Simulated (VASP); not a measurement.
These are AM05 GGA, VASP's PBE PAW potentials (set 64) (plane waves; VASP) values and carry that method's errors.

VASP ran on this input.

INCAR:
```
SYSTEM  =  Sn
PREC  =  Accurate; ENCUT  =  520; LREAL  =  .FALSE.
LASPH  =  .TRUE.
EDIFF  =  1E-7; NELM  =  100; ALGO  =  Normal
LMAXMIX  =  4
ISMEAR  =  1; SIGMA  =  0.1
GGA  =  AM
IBRION  =  2; NSW  =  30; ISIF  =  4
EDIFFG  =  -0.01
LWAVE  =  .FALSE.; LCHARG  =  .FALSE.
```

**KPOINTS**
```
Regular mesh
0
Gamma
  13 13 13
```

File POSCAR:
```
Sn
1
   -2.8521682937     2.8521682937     1.5481057036
    2.8521682937    -2.8521682937     1.5481057036
    2.8521682937     2.8521682937    -1.5481057036
Sn
2
Direct
  0.2500000000   0.7500000000   0.5000000000
  0.0000000000   0.0000000000   0.0000000000
```

POTCAR, in this order: Sn_d (PBE.64 set). Program: vasp_std.

The resulting files:

File OUTCAR:
```
 ion  position               nearest neighbor table
   1  0.250  0.750  0.500-   2 2.96   2 2.96   2 2.96   2 2.96   2 3.68   2 3.68   2 3.68   2 3.68
  LATTYP: Found a body centered tetragonal cell.
 ALAT       =     5.7043365874
 C/A-ratio  =     0.5427820325
 Subroutine PRICEL returns:
 Original cell was already a primitive cell.
 Subroutine GETGRP returns: Found 16 space group operations
The static configuration has the point symmetry D_2d.
 The point group associated with its full space group is D_4h.
The dynamic configuration has the point symmetry D_2d.
 Subroutine INISYM returns: Found 16 space group operations
 Subroutine IBZKPT returns following result:
 Found    196 irreducible k-points:

 Following reciprocal coordinates:
            Coordinates               Weight
  0.000000  0.000000  0.000000      1.000000
  0.076923  0.000000 -0.000000      8.000000
  0.153846  0.000000 -0.000000      8.000000
  0.230769  0.000000 -0.000000      8.000000
  0.307692  0.000000 -0.000000      8.000000
  0.384615  0.000000  0.000000      8.000000
  0.461538 -0.000000  0.000000      8.000000
  0.076923  0.076923 -0.000000      8.000000
...
```

### OSZICAR
```
       N       E                     dE             d eps       ncg     rms          rms(c)
DAV:   1     0.200734993574E+03    0.20073E+03   -0.15037E+04  7064   0.249E+03
DAV:   2     0.946020790381E+01   -0.19127E+03   -0.18907E+03  7064   0.448E+02
DAV:   3    -0.743665889980E+01   -0.16897E+02   -0.16710E+02  8080   0.138E+02
DAV:   4    -0.793675457850E+01   -0.50010E+00   -0.49905E+00  8302   0.258E+01
DAV:   5    -0.795498109618E+01   -0.18227E-01   -0.18225E-01  9514   0.445E+00    0.271E+00
DAV:   6    -0.791989756905E+01    0.35084E-01   -0.50718E-02  9220   0.375E+00    0.148E+00
DAV:   7    -0.790792199232E+01    0.11976E-01   -0.29202E-02  9270   0.277E+00    0.192E-01
DAV:   8    -0.790733193404E+01    0.59006E-03   -0.24870E-03  8602   0.782E-01    0.298E-02
DAV:   9    -0.790734135350E+01   -0.94195E-05   -0.68366E-05  8720   0.911E-02    0.151E-02
DAV:  10    -0.790734103701E+01    0.31649E-06   -0.58991E-06  9240   0.322E-02    0.181E-03
DAV:  11    -0.790734119203E+01   -0.15502E-06   -0.36887E-07  7056   0.905E-03    0.121E-03
DAV:  12    -0.790734111016E+01    0.81869E-07   -0.45211E-08  3866   0.298E-03
   1 F= -.79073411E+01 E0= -.79073517E+01  d E =-.790734E+01
```

**OUTCAR**
```
------------------------ aborting loop because EDIFF is reached ----------------------------------------
  FORCE on cell =-STRESS in cart. coord.  units (eV):
  Direction    XX          YY          ZZ          XY          YZ          ZX
  --------------------------------------------------------------------------------------
  Total        1.2639567      1.2639567      1.2717525      0.0000000     -0.0000000      0.0000000
  in kB       40.2005392     40.2005392     40.4484876      0.0000000     -0.0000000      0.0000000
  external PRESSURE =      40.2831887 kB  Pullay stress =       0.0000000 kB
  volume of cell :       50.37
      direct lattice vectors                 reciprocal lattice vectors
    -2.852168294  2.852168294  1.548105704     0.000000000  0.175305223  0.322975362
     2.852168294 -2.852168294  1.548105704     0.175305223  0.000000000  0.322975362
     2.852168294  2.852168294 -1.548105704     0.175305223  0.175305223  0.000000000
 POSITION                                       TOTAL-FORCE (eV/Angst)
 -----------------------------------------------------------------------------------
      2.85217      0.00000      0.77405        -0.000000     -0.000000     -0.000000
      0.00000      0.00000      0.00000         0.000000      0.000000      0.000000
 -----------------------------------------------------------------------------------
    total drift:                                0.000000     -0.000000     -0.000000
  FREE ENERGIE OF THE ION-ELECTRON SYSTEM (eV)
  ---------------------------------------------------
  free  energy   TOTEN  =        -7.9073411102 eV

  energy  without entropy=       -7.9073730169  energy(sigma->0) =       -7.90735175

 reached required accuracy - stopping structural energy minimisation
```
(Selected blocks of OUTCAR.)

The compound is Sn in the beta structure. This cell is one point of a volume scan, at 0.94 of the reference volume.
